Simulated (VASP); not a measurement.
Method: modified Becke-Johnson potential (mBJ), VASP's PBE PAW potentials (set 64) (plane waves; VASP).

Input for VASP

### KPOINTS_OPT
```
k-points along high-symmetry lines
11
Line-mode
Reciprocal
  0.000000   0.000000   0.000000 ! GAMMA
  0.500000   0.000000   0.500000 ! X

  0.500000   0.000000   0.500000 ! X
  0.625000   0.250000   0.625000 ! U

  0.375000   0.375000   0.750000 ! K
  0.000000   0.000000   0.000000 ! GAMMA

  0.000000   0.000000   0.000000 ! GAMMA
  0.500000   0.500000   0.500000 ! L

  0.500000   0.500000   0.500000 ! L
  0.500000   0.250000   0.750000 ! W

  0.500000   0.250000   0.750000 ! W
  0.500000   0.000000   0.500000 ! X
```

**INCAR**
```
SYSTEM = LiCl
PREC = Accurate
ENCUT = 500
EDIFF = 1E-6
NELM = 200
ALGO = Normal
LREAL = .FALSE.
LASPH = .TRUE.
ISMEAR = 0
SIGMA = 0.05
METAGGA = MBJ
LMIXTAU = .TRUE.
LWAVE = .FALSE.
LCHARG = .FALSE.
ISIF = 0
```

POSCAR:
```
LiCl
1
    0.0000000000     2.5708929646     2.5708929646
    2.5708929646     0.0000000000     2.5708929646
    2.5708929646     2.5708929646     0.0000000000
Li Cl
1 1
Direct
  0.0000000000   0.0000000000   0.0000000000
  0.5000000000   0.5000000000   0.5000000000
```

### KPOINTS
```
Automatic mesh
0
Gamma
6 6 6
0 0 0
```

POTCAR, in this order: Li_sv Cl (PBE.64 set). Program: vasp_std. Read from the step before: WAVECAR.

What VASP printed:

File OSZICAR:
```
...
DAV: 117     0.474260876920E+02    0.27548E+00   -0.39658E-01   297   0.844E+00    0.272E+01
DAV: 118     0.474026604835E+02   -0.23427E-01   -0.60528E-03   411   0.118E+00    0.297E+01
DAV: 119     0.474033010477E+02    0.64056E-03   -0.26785E-02   350   0.222E+00    0.277E+01
DAV: 120     0.473709211653E+02   -0.32380E-01   -0.76142E-03   401   0.131E+00    0.279E+01
DAV: 121     0.330755799376E+02   -0.14295E+02   -0.82995E+01   292   0.144E+02    0.870E+01
DAV: 122     0.984616815697E+01   -0.23229E+02   -0.40362E+02   496   0.957E+01    0.145E+02
DAV: 123     0.313617287375E+01   -0.67100E+01   -0.11185E+04   552   0.894E+02    0.704E+01
DAV: 124    -0.559339481487E+02   -0.59070E+02   -0.11185E+03   491   0.532E+02    0.169E+02
DAV: 125     0.550493317569E+02    0.11098E+03   -0.77223E+02   334   0.291E+02    0.819E+01
DAV: 126    -0.132724212273E+03   -0.18777E+03   -0.14490E+03   476   0.758E+01    0.169E+02
DAV: 127    -0.200486919599E+02    0.11268E+03   -0.21239E+03   401   0.530E+02    0.310E+02
DAV: 128    -0.720331654055E+02   -0.51984E+02   -0.14898E+03   321   0.357E+02    0.115E+02
DAV: 129    -0.161094158871E+03   -0.89061E+02   -0.46649E+02   449   0.406E+02    0.185E+02
DAV: 130    -0.238439456464E+03   -0.77345E+02   -0.36084E+02   442   0.512E+02    0.176E+02
DAV: 131    -0.101161631448E+04   -0.77318E+03   -0.39943E+03   348   0.258E+03    0.198E+02
DAV: 132    -0.122478006135E+04   -0.21316E+03   -0.20849E+04   299   0.341E+03    0.367E+02
DAV: 133    -0.333361353070E+03    0.89142E+03   -0.30327E+02   291   0.366E+02    0.946E+01
DAV: 134    -0.937978370014E+02    0.23956E+03   -0.15017E+03   292   0.374E+02    0.161E+02
DAV: 135    -0.111056286840E+03   -0.17258E+02   -0.74113E+02   314   0.667E+02    0.169E+02
DAV: 136    -0.388188778843E+03   -0.27713E+03   -0.60837E+03   305   0.103E+03    0.957E+01
DAV: 137     0.636188093286E+02    0.45181E+03   -0.26733E+03   305   0.892E+02    0.331E+01
DAV: 138     0.661063705669E+02    0.24876E+01   -0.57679E+02   472   0.335E+02    0.348E+01
DAV: 139    -0.155046995710E+03   -0.22115E+03   -0.18707E+03   474   0.255E+02    0.202E+02
DAV: 140    -0.201086188684E+02    0.13494E+03   -0.72213E+02   371   0.385E+02    0.123E+02
DAV: 141     0.421887599577E+02    0.62297E+02   -0.24153E+03   521   0.850E+02    0.925E+01
DAV: 142    -0.108937645236E+04   -0.11316E+04   -0.53127E+03   543   0.125E+03    0.224E+02
DAV: 143    -0.534555473663E+02    0.10359E+04   -0.37792E+03   356   0.548E+02    0.219E+02
DAV: 144     0.825639483457E+02    0.13602E+03   -0.14952E+03   304   0.103E+03    0.282E+02
DAV: 145    -0.465098415604E+05   -0.46592E+05   -0.46320E+05   525   0.134E+03    0.418E+02
DAV: 146    -0.128912473475E+03    0.46381E+05   -0.20210E+04   558   0.178E+03    0.160E+02
DAV: 147    -0.424062483476E+03   -0.29515E+03   -0.11689E+04   315   0.227E+03    0.203E+02
DAV: 148    -0.580591411398E+03   -0.15653E+03   -0.22127E+03   351   0.277E+03    0.148E+02
DAV: 149     0.125273212964E+03    0.70586E+03   -0.25440E+03   458   0.130E+03    0.508E+02
DAV: 150    -0.210888681232E+02   -0.14636E+03   -0.18596E+03   558   0.722E+02    0.469E+02
DAV: 151    -0.722953644047E+03   -0.70186E+03   -0.57934E+03   453   0.502E+02    0.470E+02
DAV: 152    -0.910692114842E+03   -0.18774E+03   -0.21290E+03   327   0.869E+02    0.453E+02
DAV: 153    -0.855458476380E+03    0.55234E+02   -0.15689E+03   407   0.159E+03    0.331E+02
DAV: 154    -0.552017873166E+03    0.30344E+03   -0.14156E+03   375   0.877E+02    0.258E+02
DAV: 155    -0.575294765711E+03   -0.23277E+02   -0.60477E+03   322   0.162E+03    0.532E+02
DAV: 156    -0.438062020974E+03    0.13723E+03   -0.45644E+03   520   0.109E+03    0.652E+02
DAV: 157    -0.559566253818E+03   -0.12150E+03   -0.12742E+03   342   0.790E+02    0.706E+02
DAV: 158    -0.282374569812E+03    0.27719E+03   -0.10726E+03   304   0.105E+03    0.739E+02
DAV: 159    -0.507925596265E+03   -0.22555E+03   -0.12406E+03   418   0.177E+03    0.745E+02
DAV: 160    -0.506469244689E+03    0.14564E+01   -0.10805E+03   409   0.197E+03    0.234E+02
DAV: 161    -0.113339464408E+03    0.39313E+03   -0.34210E+04   304   0.316E+04    0.112E+02
DAV: 162    -0.872188160572E+03   -0.75885E+03   -0.69484E+03   542   0.139E+03    0.677E+02
DAV: 163    -0.992267757442E+03   -0.12008E+03   -0.29355E+03   289   0.644E+02    0.530E+02
DAV: 164    -0.112438240356E+04   -0.13211E+03   -0.22837E+03   308   0.161E+03    0.327E+02
DAV: 165    -0.603642329718E+03    0.52074E+03   -0.14828E+03   459   0.382E+03    0.680E+02
DAV: 166    -0.399111652244E+03    0.20453E+03   -0.48135E+02   446   0.921E+02    0.654E+02
DAV: 167    -0.165169391749E+05   -0.16118E+05   -0.29409E+05   288   0.362E+04    0.555E+02
DAV: 168     0.125698596123E+03    0.16643E+05   -0.66496E+02   449   0.506E+02    0.892E+01
DAV: 169    -0.829861698038E+03   -0.95556E+03   -0.45915E+03   451   0.142E+03    0.440E+02
DAV: 170    -0.228678047090E+04   -0.14569E+04   -0.17767E+04   416   0.252E+03    0.901E+03
DAV: 171    -0.134823888493E+04    0.93854E+03   -0.40280E+04   464   0.544E+03    0.380E+03
DAV: 172    -0.131518558878E+05   -0.11804E+05   -0.13881E+05   562   0.150E+03    0.257E+03
DAV: 173    -0.455740653115E+04    0.85944E+04   -0.54708E+03   317   0.209E+03    0.215E+03
DAV: 174    -0.267934829036E+04    0.18781E+04   -0.91397E+03   330   0.302E+03    0.215E+03
DAV: 175    -0.401662617859E+03    0.22777E+04   -0.24389E+03   430   0.167E+03    0.179E+03
DAV: 176     0.166371515487E+02    0.41830E+03   -0.12315E+04   552   0.121E+03    0.124E+03
DAV: 177    -0.927922631762E+02   -0.10943E+03   -0.91184E+02   327   0.102E+03    0.133E+03
DAV: 178    -0.858346285604E+03   -0.76555E+03   -0.15750E+03   288   0.118E+03    0.908E+02
DAV: 179    -0.191367993510E+04   -0.10553E+04   -0.53688E+03   290   0.240E+03    0.880E+02
DAV: 180    -0.343625634823E+03    0.15701E+04   -0.17914E+03   447   0.306E+03    0.868E+02
DAV: 181     0.251686064157E+02    0.36879E+03   -0.10918E+03   540   0.115E+03    0.101E+03
DAV: 182     0.107818215973E+03    0.82650E+02   -0.12012E+03   434   0.689E+02    0.531E+02
DAV: 183    -0.357438396631E+04   -0.36822E+04   -0.36542E+04   547   0.482E+02    0.118E+03
DAV: 184    -0.925654034914E+02    0.34818E+04   -0.11952E+04   346   0.727E+03    0.364E+02
DAV: 185     0.645754018674E+02    0.15714E+03   -0.12576E+03   413   0.900E+02    0.586E+02
DAV: 186    -0.103374638194E+04   -0.10983E+04   -0.11638E+04   489   0.718E+02    0.883E+02
DAV: 187    -0.207517646471E+03    0.82623E+03   -0.37830E+03   403   0.188E+03    0.768E+02
DAV: 188    -0.127161309818E+04   -0.10641E+04   -0.60725E+03   313   0.119E+03    0.647E+02
DAV: 189    -0.327294412251E+04   -0.20013E+04   -0.24897E+03   339   0.132E+03    0.108E+03
DAV: 190     0.418011487856E+02    0.33147E+04   -0.64192E+03   513   0.123E+03    0.986E+02
DAV: 191    -0.291538395143E+04   -0.29572E+04   -0.27348E+04   516   0.148E+03    0.904E+02
DAV: 192     0.419351864418E+02    0.29573E+04   -0.62693E+03   444   0.735E+02    0.492E+02
DAV: 193    -0.118780502100E+05   -0.11920E+05   -0.90700E+04   545   0.926E+02    0.123E+03
DAV: 194    -0.196938813655E+03    0.11681E+05   -0.74985E+03   443   0.184E+03    0.115E+03
DAV: 195     0.311558931276E+03    0.50850E+03   -0.36103E+04   294   0.219E+03    0.875E+02
DAV: 196     0.134082502848E+03   -0.17748E+03   -0.21024E+03   350   0.422E+02    0.493E+02
DAV: 197     0.122868296763E+03   -0.11214E+02   -0.41311E+02   518   0.396E+02    0.102E+03
DAV: 198    -0.129266161785E+04   -0.14155E+04   -0.87282E+03   552   0.416E+02    0.848E+02
DAV: 199     0.895957767889E+02    0.13823E+04   -0.60859E+03   474   0.103E+03    0.865E+02
DAV: 200    -0.540821254974E+03   -0.63042E+03   -0.43755E+03   404   0.427E+02
   1 F= -.54082125E+03 E0= -.54081800E+03  d E =-.650065E-02
       N       E                     dE             ncg
       N       E                     dE             ncg
       N       E                     dE             ncg
       N       E                     dE             ncg
       N       E                     dE             ncg
```

**OUTCAR**
```
------------------------ aborting loop EDIFF was not reached (unconverged)  ----------------------------
  volume of cell :       33.98
      direct lattice vectors                 reciprocal lattice vectors
     0.000000000  2.570892965  2.570892965    -0.194484954  0.194484954  0.194484954
     2.570892965  0.000000000  2.570892965     0.194484954 -0.194484954  0.194484954
     2.570892965  2.570892965  0.000000000     0.194484954  0.194484954 -0.194484954
  FREE ENERGIE OF THE ION-ELECTRON SYSTEM (eV)
  ---------------------------------------------------
  free  energy   TOTEN  =      -540.8212549739 eV

  energy  without entropy=     -540.8147543242  energy(sigma->0) =     -540.81800465

     CMBJ =    1.0000

     CMBJA=   -0.0120

     CMBJB=    1.0230

     CMBJE=    0.5000

    CMBJ =    2.0000
```
(Selected blocks of OUTCAR.)

**stdout**
```
...
DAV: 192     0.419351864418E+02    0.29573E+04   -0.62693E+03   444   0.735E+02    0.492E+02
DAV: 193    -0.118780502100E+05   -0.11920E+05   -0.90700E+04   545   0.926E+02    0.123E+03
DAV: 194    -0.196938813655E+03    0.11681E+05   -0.74985E+03   443   0.184E+03    0.115E+03
DAV: 195     0.311558931276E+03    0.50850E+03   -0.36103E+04   294   0.219E+03    0.875E+02
DAV: 196     0.134082502848E+03   -0.17748E+03   -0.21024E+03   350   0.422E+02    0.493E+02
DAV: 197     0.122868296763E+03   -0.11214E+02   -0.41311E+02   518   0.396E+02    0.102E+03
DAV: 198    -0.129266161785E+04   -0.14155E+04   -0.87282E+03   552   0.416E+02    0.848E+02
DAV: 199     0.895957767889E+02    0.13823E+04   -0.60859E+03   474   0.103E+03    0.865E+02
DAV: 200    -0.540821254974E+03   -0.63042E+03   -0.43755E+03   404   0.427E+02

 -----------------------------------------------------------------------------
|                                                                             |
|           W    W    AA    RRRRR   N    N  II  N    N   GGGG   !!!           |
|           W    W   A  A   R    R  NN   N  II  NN   N  G    G  !!!           |
|           W    W  A    A  R    R  N N  N  II  N N  N  G       !!!           |
|           W WW W  AAAAAA  RRRRR   N  N N  II  N  N N  G  GGG   !            |
|           WW  WW  A    A  R   R   N   NN  II  N   NN  G    G                |
|           W    W  A    A  R    R  N    N  II  N    N   GGGG   !!!           |
|                                                                             |
|     The electronic self-consistency was not achieved in the given           |
|     number of steps (NELM). The forces and other quantities evaluated       |
|     might not be reliable so examine the results carefully. If you find     |
|     spurious results, we suggest increasing NELM, if you were close to      |
|     convergence or switching to a different ALGO or adjusting the           |
|     density mixing parameters otherwise.                                    |
|                                                                             |
 -----------------------------------------------------------------------------

   1 F= -.54082125E+03 E0= -.54081800E+03  d E =-.650065E-02
 Start KPOINTS_OPT (optional k-point list driver)
k-point batch [1-16\66]
       N       E                     dE             ncg
k-point batch [17-32\66]
       N       E                     dE             ncg
k-point batch [33-48\66]
       N       E                     dE             ncg
k-point batch [49-64\66]
       N       E                     dE             ncg
k-point batch [65-66\66]
       N       E                     dE             ncg
```

The run did not converge; its last values are not results.

mBJ is a potential without an energy functional, so only the levels count.

The structure comes from a computed database's LiCl entry (Fm-3m); how it stands against other phases isn't given here. It was relaxed first. The k-mesh is coarse (spacing up to 0.35 per Å, 2π included), so the numbers may not be converged in it. The cell's shape comes from a PBE relaxation.
